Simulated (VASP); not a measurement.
Computed with PBEsol GGA, VASP's PBE PAW potentials (set 64) (plane waves; VASP).

Input for VASP

### KPOINTS
```
Automatic mesh
0
Gamma
10 10 7
0 0 0
```

### INCAR
```
# general
SYSTEM  = GeRh
PREC    = Accurate
ENCUT   = 400
LREAL   = .FALSE.
LASPH   = .TRUE.

# electronic loop
EDIFF   = 1E-6
NELM    = 100
ALGO    = Normal
LMAXMIX = 4

# smearing
ISMEAR  = 1
SIGMA   = 0.1

# functional
GGA     = PS

# ions
IBRION  = 2
NSW     = 60
ISIF    = 3
EDIFFG  = -0.02

# output
LWAVE   = .FALSE.
LCHARG  = .FALSE.
```

**POSCAR**
```
GeRh
1
    1.4915092113    -4.6008624935    -0.0000000000
    1.4915092113     4.6008624935     0.0000000000
    0.0000000000    -0.0000000000     4.1447953298
Ge Rh
2 2
Direct
  0.6220735366   0.3779264634   0.2500000000
  0.3779264634   0.6220735366   0.7500000000
  0.8955576155   0.1044423845   0.2500000000
  0.1044423845   0.8955576155   0.7500000000
```

POTCAR, in this order: Ge_d Rh_pv (PBE.64 set). Program: vasp_std.

Output

### OSZICAR
```
...
DAV:   4    -0.276753446396E+02    0.35059E-01   -0.12379E-01 11758   0.300E+00    0.365E-01
DAV:   5    -0.276747974502E+02    0.54719E-03   -0.13607E-02  8828   0.103E+00    0.182E-01
DAV:   6    -0.276746224274E+02    0.17502E-03   -0.10810E-03 11780   0.339E-01    0.458E-02
DAV:   7    -0.276746218783E+02    0.54906E-06   -0.14372E-04  9862   0.107E-01    0.167E-02
DAV:   8    -0.276746215870E+02    0.29136E-06   -0.99012E-06 10460   0.370E-02
  10 F= -.27674622E+02 E0= -.27674741E+02  d E =-.430250E-01
       N       E                     dE             d eps       ncg     rms          rms(c)
DAV:   1    -0.277657709118E+02   -0.91149E-01   -0.38142E+01 10446   0.539E+01    0.287E+00
DAV:   2    -0.277362551958E+02    0.29516E-01   -0.13988E+00  9698   0.109E+01    0.146E+00
DAV:   3    -0.276970486349E+02    0.39207E-01   -0.84684E-02 10856   0.256E+00    0.721E-01
DAV:   4    -0.276861676564E+02    0.10881E-01   -0.32856E-02 10778   0.130E+00    0.198E-01
DAV:   5    -0.276860037859E+02    0.16387E-03   -0.30572E-03  8850   0.492E-01    0.994E-02
DAV:   6    -0.276859544405E+02    0.49345E-04   -0.28010E-04 11648   0.166E-01    0.215E-02
DAV:   7    -0.276859569982E+02   -0.25577E-05   -0.32220E-05  9366   0.497E-02    0.844E-03
DAV:   8    -0.276859568002E+02    0.19801E-06   -0.19403E-06  6040   0.167E-02
  11 F= -.27685957E+02 E0= -.27686082E+02  d E =-.543602E-01
       N       E                     dE             d eps       ncg     rms          rms(c)
DAV:   1    -0.278753382457E+02   -0.18938E+00   -0.18289E+01 10632   0.362E+01    0.259E+00
DAV:   2    -0.277648174148E+02    0.11052E+00   -0.68719E-01  9072   0.839E+00    0.140E+00
DAV:   3    -0.277163048694E+02    0.48513E-01   -0.11422E-01 10712   0.267E+00    0.620E-01
DAV:   4    -0.277093196443E+02    0.69852E-02   -0.35240E-02 11584   0.153E+00    0.178E-01
DAV:   5    -0.277092138047E+02    0.10584E-03   -0.34218E-03  8854   0.479E-01    0.903E-02
DAV:   6    -0.277091774649E+02    0.36340E-04   -0.20651E-04 13904   0.146E-01    0.272E-02
DAV:   7    -0.277091770876E+02    0.37726E-06   -0.30368E-05 11506   0.465E-02    0.807E-03
DAV:   8    -0.277091771673E+02   -0.79643E-07   -0.26505E-06  7562   0.176E-02
  12 F= -.27709177E+02 E0= -.27709274E+02  d E =-.232204E-01
       N       E                     dE             d eps       ncg     rms          rms(c)
DAV:   1    -0.278690541862E+02   -0.15988E+00   -0.16821E+01 10334   0.346E+01    0.247E+00
DAV:   2    -0.277697720180E+02    0.99282E-01   -0.64368E-01  9236   0.815E+00    0.135E+00
DAV:   3    -0.277231694915E+02    0.46603E-01   -0.10742E-01 10814   0.257E+00    0.575E-01
DAV:   4    -0.277172114121E+02    0.59581E-02   -0.32615E-02 11596   0.147E+00    0.165E-01
DAV:   5    -0.277171318309E+02    0.79581E-04   -0.31327E-03  8882   0.452E-01    0.886E-02
DAV:   6    -0.277170962699E+02    0.35561E-04   -0.19788E-04 13690   0.144E-01    0.252E-02
DAV:   7    -0.277170955289E+02    0.74097E-06   -0.28403E-05 11540   0.437E-02    0.784E-03
DAV:   8    -0.277170956688E+02   -0.13992E-06   -0.24656E-06  7388   0.167E-02
  13 F= -.27717096E+02 E0= -.27717356E+02  d E =-.311389E-01
       N       E                     dE             d eps       ncg     rms          rms(c)
DAV:   1    -0.282423378824E+02   -0.52524E+00   -0.13344E+01 10646   0.323E+01    0.530E+00
DAV:   2    -0.278499659720E+02    0.39237E+00   -0.26179E+00  8818   0.125E+01    0.218E+00
DAV:   3    -0.277470655200E+02    0.10290E+00   -0.35033E-01  9322   0.520E+00    0.111E+00
DAV:   4    -0.277153176088E+02    0.31748E-01   -0.90014E-02 11150   0.272E+00    0.293E-01
DAV:   5    -0.277149593890E+02    0.35822E-03   -0.11679E-02  9488   0.114E+00    0.164E-01
DAV:   6    -0.277148319178E+02    0.12747E-03   -0.12962E-03 10550   0.294E-01    0.599E-02
DAV:   7    -0.277148245151E+02    0.74028E-05   -0.14375E-04  9482   0.106E-01    0.134E-02
DAV:   8    -0.277148247076E+02   -0.19247E-06   -0.82580E-06  9956   0.284E-02
  14 F= -.27714825E+02 E0= -.27715148E+02  d E =0.227096E-02
       N       E                     dE             d eps       ncg     rms          rms(c)
DAV:   1    -0.278896414113E+02   -0.17482E+00   -0.43302E+00 11086   0.197E+01    0.284E+00
DAV:   2    -0.277650122367E+02    0.12463E+00   -0.84720E-01  8698   0.725E+00    0.122E+00
DAV:   3    -0.277313623763E+02    0.33650E-01   -0.11432E-01  9094   0.292E+00    0.634E-01
DAV:   4    -0.277210304651E+02    0.10332E-01   -0.29903E-02 10888   0.159E+00    0.147E-01
DAV:   5    -0.277209431535E+02    0.87312E-04   -0.40796E-03  9538   0.677E-01    0.894E-02
DAV:   6    -0.277208925054E+02    0.50648E-04   -0.39579E-04 10726   0.163E-01    0.357E-02
DAV:   7    -0.277208832556E+02    0.92498E-05   -0.52655E-05  9870   0.709E-02    0.677E-03
DAV:   8    -0.277208831812E+02    0.74431E-07   -0.32574E-06  7528   0.190E-02
  15 F= -.27720883E+02 E0= -.27721194E+02  d E =-.378751E-02
       N       E                     dE             d eps       ncg     rms          rms(c)
DAV:   1    -0.277355679839E+02   -0.14685E-01   -0.89678E-01  8728   0.992E+00    0.831E-01
DAV:   2    -0.277289110965E+02    0.66569E-02   -0.86618E-02 10130   0.301E+00    0.461E-01
DAV:   3    -0.277245274357E+02    0.43837E-02   -0.87979E-03 10994   0.880E-01    0.229E-01
DAV:   4    -0.277233969130E+02    0.11305E-02   -0.39894E-03 10964   0.553E-01    0.558E-02
DAV:   5    -0.277233932756E+02    0.36374E-05   -0.42155E-04  8928   0.198E-01    0.295E-02
DAV:   6    -0.277233870044E+02    0.62712E-05   -0.24339E-05 11886   0.563E-02    0.894E-03
DAV:   7    -0.277233868490E+02    0.15545E-06   -0.31694E-06  7226   0.169E-02
  16 F= -.27723387E+02 E0= -.27723731E+02  d E =-.250367E-02
       N       E                     dE             d eps       ncg     rms          rms(c)
DAV:   1    -0.277270603907E+02   -0.36734E-02   -0.24139E-01  8754   0.515E+00    0.430E-01
DAV:   2    -0.277252897912E+02    0.17706E-02   -0.23185E-02  9900   0.157E+00    0.239E-01
DAV:   3    -0.277241027104E+02    0.11871E-02   -0.23583E-03 11102   0.445E-01    0.117E-01
DAV:   4    -0.277238036341E+02    0.29908E-03   -0.10545E-03 10928   0.273E-01    0.289E-02
DAV:   5    -0.277238018821E+02    0.17520E-05   -0.10939E-04  8954   0.101E-01    0.153E-02
DAV:   6    -0.277237999892E+02    0.18928E-05   -0.59310E-06  9434   0.276E-02    0.459E-03
DAV:   7    -0.277237999228E+02    0.66446E-07   -0.83380E-07  4706   0.933E-03
  17 F= -.27723800E+02 E0= -.27724151E+02  d E =-.291674E-02
       N       E                     dE             d eps       ncg     rms          rms(c)
DAV:   1    -0.277239350889E+02   -0.13510E-03   -0.92205E-03  8676   0.101E+00    0.840E-02
DAV:   2    -0.277238692693E+02    0.65820E-04   -0.89049E-04  9708   0.304E-01    0.467E-02
DAV:   3    -0.277238231371E+02    0.46132E-04   -0.86906E-05 11020   0.813E-02    0.228E-02
DAV:   4    -0.277238118658E+02    0.11271E-04   -0.38718E-05 10528   0.506E-02    0.565E-03
DAV:   5    -0.277238116373E+02    0.22854E-06   -0.41585E-06  7478   0.198E-02
  18 F= -.27723812E+02 E0= -.27724163E+02  d E =-.292846E-02
       N       E                     dE             d eps       ncg     rms          rms(c)
DAV:   1    -0.277249816826E+02   -0.11698E-02   -0.10393E-01  9072   0.389E+00    0.301E-01
DAV:   2    -0.277244965481E+02    0.48513E-03   -0.16404E-02  9340   0.109E+00    0.132E-01
DAV:   3    -0.277241244872E+02    0.37206E-03   -0.12448E-03  9646   0.315E-01    0.764E-02
DAV:   4    -0.277239840092E+02    0.14048E-03   -0.46067E-04 11760   0.196E-01    0.165E-02
DAV:   5    -0.277239803614E+02    0.36478E-05   -0.38247E-05  9550   0.636E-02    0.107E-02
DAV:   6    -0.277239781871E+02    0.21743E-05   -0.42275E-06  8536   0.247E-02    0.378E-03
DAV:   7    -0.277239778328E+02    0.35433E-06   -0.49819E-07  4366   0.698E-03
  19 F= -.27723978E+02 E0= -.27724326E+02  d E =-.166195E-03
```

### OUTCAR
```
------------------------ aborting loop because EDIFF is reached ----------------------------------------
  FORCE on cell =-STRESS in cart. coord.  units (eV):
  Direction    XX          YY          ZZ          XY          YZ          ZX
  --------------------------------------------------------------------------------------
  Total       -0.0325181     -0.0135322     -0.0224703      0.0000000      0.0000000      0.0000000
  in kB       -0.9029424     -0.3757525     -0.6239402      0.0000000      0.0000000      0.0000000
  external PRESSURE =      -0.6342117 kB  Pullay stress =       0.0000000 kB
  volume of cell :       57.70
      direct lattice vectors                 reciprocal lattice vectors
     1.431414775 -5.001576310  0.000000000     0.349304764 -0.099968484  0.000000000
     1.431414775  5.001576310 -0.000000000     0.349304764  0.099968484 -0.000000000
     0.000000000  0.000000000  4.029704812     0.000000000  0.000000000  0.248157135
 POSITION                                       TOTAL-FORCE (eV/Angst)
 -----------------------------------------------------------------------------------
      1.43141     -1.49075      1.00743         0.000000     -0.001150      0.000000
      1.43141      1.49075      3.02228         0.000000      0.001150     -0.000000
      1.43141     -4.04299      1.00743         0.000000      0.008543     -0.000000
      1.43141      4.04299      3.02228         0.000000     -0.008543      0.000000
 -----------------------------------------------------------------------------------
    total drift:                               -0.000000     -0.000000     -0.000000
  FREE ENERGIE OF THE ION-ELECTRON SYSTEM (eV)
  ---------------------------------------------------
  free  energy   TOTEN  =       -27.7239778328 eV

  energy  without entropy=      -27.7250225566  energy(sigma->0) =      -27.72432607

 reached required accuracy - stopping structural energy minimisation
```
(Selected blocks of OUTCAR.)

File CONTCAR:
```
GeRh
   1.00000000000000
     1.4314147747962729   -5.0015763095291250    0.0000000000000000
     1.4314147747962729    5.0015763095291250   -0.0000000000000000
     0.0000000000000000    0.0000000000000000    4.0297048122912935
  Ge              Rh
     2     2
Direct
     0.6490279202737534    0.3509720797262466    0.2500000000000000
     0.3509720797262466    0.6490279202737534    0.7500000000000000
     0.9041711682742321    0.0958288317257681    0.2500000000000000
     0.0958288317257681    0.9041711682742321    0.7500000000000000
```

The structure was generated: GeRh was put into the CrB type (Cmcm), which need not be its known phase. This run relaxes it. Symmetry was kept, so distortions that lower it aren't found. The start is the result of an earlier pass.
